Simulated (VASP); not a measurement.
Runs of VASP 6.6.1 on CdTe (e600). It takes space group F-43m (No. 216, cubic). The conventional cell has a = 6.618 Å, b = 6.618 Å, c = 6.618 Å, α = 90.00°, β = 90.00°, γ = 90.00°. Cd (site symmetry -43m) is surrounded by 4 Te at 2.87 Å. Around Te (site symmetry -43m) lie 4 Cd at 2.87 Å. 

```csv
task,cell,k mesh,cutoff (eV),gap on the mesh (eV),pressure (GPa),relaxed volume (Å³/atom)
relaxation of cell and atoms,relaxed,10 × 10 × 10,600,0.58,0.0,36.32
single point,"F-43m, 36.23 Å³/atom",8 × 8 × 8,520,0.58,0.1,-
relaxation of cell and atoms,relaxed,8 × 8 × 8,600,0.58,0.0,(a)
single point,"F-43m, 36.23 Å³/atom",10 × 10 × 10,520,0.58,0.1,-
```

Alike in all rows: level PBE; potentials or basis VASP PAW PBE potentials, release 64 (Cd, Te); no spin polarisation; smearing gaussian 0.02 eV.

Estimate the missing entries.

(a) 36.33.

Caveats: spin-orbit coupling is left out, which moves the levels of the heavy elements; the volume moved by +10 % from the deposited cell, more than functionals usually miss (some runs).

A k mesh can miss the band edges, and the runs leave out spin-orbit coupling on Cd, Te.
